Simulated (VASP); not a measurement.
OSZICAR of a VASP run on Ir (fcc):

**OSZICAR**
```
       N       E                     dE             d eps       ncg     rms          rms(c)
DAV:   1     0.414849060746E+02    0.41485E+02   -0.45043E+03  2720   0.101E+03
DAV:   2    -0.862135130269E+01   -0.50106E+02   -0.47855E+02  2672   0.206E+02
DAV:   3    -0.919672833281E+01   -0.57538E+00   -0.57451E+00  3968   0.296E+01
DAV:   4    -0.920000064404E+01   -0.32723E-02   -0.32720E-02  3264   0.152E+00
DAV:   5    -0.920001887698E+01   -0.18233E-04   -0.18232E-04  3968   0.756E-02    0.187E+01
DAV:   6    -0.878487474948E+01    0.41514E+00   -0.72255E-01  3096   0.122E+01    0.823E+00
DAV:   7    -0.868372248780E+01    0.10115E+00   -0.31219E-01  3472   0.751E+00    0.148E+00
DAV:   8    -0.867778206334E+01    0.59404E-02   -0.25089E-03  3016   0.820E-01    0.453E-01
DAV:   9    -0.867693934860E+01    0.84271E-03   -0.90583E-04  3536   0.506E-01    0.150E-02
DAV:  10    -0.867694577702E+01   -0.64284E-05   -0.52351E-06  3696   0.226E-02    0.404E-03
DAV:  11    -0.867694580374E+01   -0.26717E-07   -0.80841E-08  2024   0.276E-03
   1 F= -.49851708E+01 E0= -.49851262E+01  d E =-.498517E+01
       N       E                     dE             d eps       ncg     rms          rms(c)
DAV:   1    -0.866326691232E+01    0.13679E-01   -0.26575E-02  2896   0.275E+00    0.317E-01
DAV:   2    -0.866270321056E+01    0.56370E-03   -0.12859E-03  3000   0.514E-01    0.111E-01
DAV:   3    -0.866262906187E+01    0.74149E-04   -0.32207E-04  3264   0.236E-01    0.250E-02
DAV:   4    -0.866263096882E+01   -0.19070E-05   -0.73360E-06  3696   0.287E-02    0.201E-03
DAV:   5    -0.866263101555E+01   -0.46729E-07   -0.68307E-08  1472   0.275E-03
   2 F= -.49849384E+01 E0= -.49848954E+01  d E =0.232411E-03
       N       E                     dE             d eps       ncg     rms          rms(c)
DAV:   1    -0.867522505176E+01   -0.12594E-01   -0.18925E-02  2896   0.232E+00    0.262E-01
DAV:   2    -0.867481614588E+01    0.40891E-03   -0.92756E-04  2992   0.436E-01    0.950E-02
DAV:   3    -0.867475942882E+01    0.56717E-04   -0.22686E-04  3272   0.198E-01    0.220E-02
DAV:   4    -0.867475854706E+01    0.88176E-06   -0.51571E-06  3632   0.242E-02
   3 F= -.49851791E+01 E0= -.49851347E+01  d E =-.832436E-05
```

Q: Which electronic solver shows in the log?

A: It is blocked Davidson (ALGO = Normal, or the opening steps of other solvers). The INCAR had ALGO = Normal.

Q: Can the final energy be trusted as converged?

A: The calculation finished and met its thresholds. It stopped with EDIFF = 1E-6, NELM = 100, NSW = 40 and EDIFFG = -0.02 after 3 ionic steps (PBE GGA, plane waves, VASP's PBE PAW potentials (set 64)).

The compound is Ir in the fcc structure. This run relaxes it under an external pressure of 45 GPa. Symmetry was kept, so distortions that lower it aren't found.
